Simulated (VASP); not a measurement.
Data:

```xyz
6
Lattice="-2.7692 2.8573 4.9023 2.7692 -2.8573 4.9023 2.7692 2.8573 -4.9023" Properties=species:S:1:pos:R:3 pbc="T T T"
Si     4.1539     0.0000     0.0000
Si     1.3846     0.0000     0.0000
S      2.7692     1.6962     3.7709
S      2.7692     1.1611    -1.1314
S      0.0000     1.6962     6.0336
S      0.0000     1.1611     1.1314
```

Level of theory: r2SCAN meta-GGA, VASP's PBE PAW potentials (set 64) (plane waves; VASP). Run with 400 eV cut-off, 6×6×6 Γ-centred mesh, tetrahedra with Blöchl corrections, potentials Si S.

The path is coarsely sampled, so an indirect gap can come out somewhat too large.

### Question
Give the energies of bands 6 to 19 at the high-symmetry points, in eV from the valence-band maximum.

### Answer

```tsv
band	Γ	X	F0	Λ0	R	W	S	T
6	-6.04	-5.57	-5.53	-5.88	-6.31	-6.29	-6.24	-5.68
7	-4.92	-4.56	-4.82	-4.53	-4.74	-4.78	-4.65	-4.86
8	-4.01	-3.72	-3.87	-4.52	-4.74	-4.78	-4.65	-4.04
9	-3.90	-3.60	-3.67	-4.28	-3.69	-3.71	-3.80	-3.68
10	-2.85	-2.39	-2.56	-2.91	-3.69	-3.71	-3.80	-3.00
11	-2.82	-2.28	-2.53	-2.10	-2.04	-1.92	-2.04	-2.44
12	-1.96	-2.22	-2.30	-1.97	-2.04	-1.92	-2.04	-2.12
13	-1.69	-2.02	-1.95	-1.61	-0.96	-0.90	-1.22	-1.92
14	-0.89	-1.97	-1.79	-1.01	-0.96	-0.90	-1.22	-1.40
15	-0.81	-1.43	-1.04	-0.98	-0.69	-0.82	-0.74	-1.08
16	-0.43	-0.20	-0.03	-0.76	-0.69	-0.82	-0.74	-0.02
17	4.07	3.39	3.96	3.37	3.83	3.90	3.89	4.49
18	4.51	4.48	4.55	4.21	3.83	3.90	3.89	5.12
19	4.61	4.77	5.37	4.88	5.19	5.06	5.49	5.36
```

The gap is indirect, 3.29 eV, from the valence maximum at Σ0-Γ at 0.25 to the conduction minimum at G0-X at 0.25.

The compound is SiS2 in the sg72 structure. It was relaxed first.
